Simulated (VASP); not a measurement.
Consider the following.

```
CELL_PARAMETERS angstrom
      3.01930     0.00000     0.00000
      0.00000     3.01930     0.00000
      0.00000     0.00000     3.01930
ATOMIC_POSITIONS crystal
  Br 0.00000 0.00000 0.00000
```

Computed with PBEsol GGA, VASP's PBE PAW potentials (set 64) (plane waves; VASP). Numerical set-up: 400 eV cut-off, Gaussian smearing of 0.050 eV, potentials Br.

Task: Estimate the band gap (along the path) with the smallest direct gap where there is one.

Result: 
```yaml
band gap (along the path): none (metal, semimetal or under 0.01 eV)
```

The structure was generated: Br was put into the simple-cubic type (Pm-3m), which need not be its known phase. It was relaxed first, which changed the volume by -7 %.
